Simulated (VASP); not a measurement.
Level of theory: PBE GGA, VASP's PBE PAW potentials (set 64) (plane waves; VASP).

VASP input:

**KPOINTS**
```
Automatic mesh
0
Gamma
11 11 6
0 0 0
```

### POSCAR
```
Ti
1
    1.4750000000    -2.5547750000     0.0000000000
    1.4750000000     2.5547750000     0.0000000000
    0.0000000000     0.0000000000     4.6800000000
Ti
2
Direct
  0.3333330000   0.6666670000   0.2500000000
  0.6666670000   0.3333330000   0.7500000000
```

INCAR:
```
SYSTEM = Ti
PREC = Accurate
ENCUT = 400
EDIFF = 1E-6
NELM = 100
ALGO = Normal
LREAL = .FALSE.
LASPH = .TRUE.
ISMEAR = 1
SIGMA = 0.1
GGA = PE
LMAXMIX = 4
LWAVE = .FALSE.
LCHARG = .FALSE.
ISIF = 2
```

POTCAR, in this order: Ti_sv (PBE.64 set). Program: vasp_std.

Task: Estimate the energy per atom (σ→0), pressure, band gap (on the k-mesh).

Result: 
```yaml
energy per atom (σ→0): -7.825 eV/atom
band gap (on the k-mesh): none (metal, semimetal or under 0.01 eV)
pressure: -2.46 GPa
```

File OSZICAR:
```
...
DAV:   7    -0.156370830285E+02    0.19079E-01   -0.79920E-01  3088   0.751E+00    0.202E+00
DAV:   8    -0.156596136339E+02   -0.22531E-01   -0.21134E-01  2424   0.616E+00    0.698E-01
DAV:   9    -0.156498192144E+02    0.97944E-02   -0.57647E-02  2400   0.263E+00    0.511E-02
DAV:  10    -0.156499330238E+02   -0.11381E-03   -0.19606E-03  3080   0.338E-01    0.753E-02
DAV:  11    -0.156499990205E+02   -0.65997E-04   -0.15559E-04  2440   0.108E-01    0.221E-02
DAV:  12    -0.156499892886E+02    0.97319E-05   -0.44656E-05  2944   0.462E-02    0.366E-03
DAV:  13    -0.156499889746E+02    0.31399E-06   -0.79852E-07  1472   0.121E-02
   1 F= -.15649989E+02 E0= -.15649727E+02  d E =-.784938E-03
```

The compound is Ti in the hcp structure. The cell was not relaxed at this level.
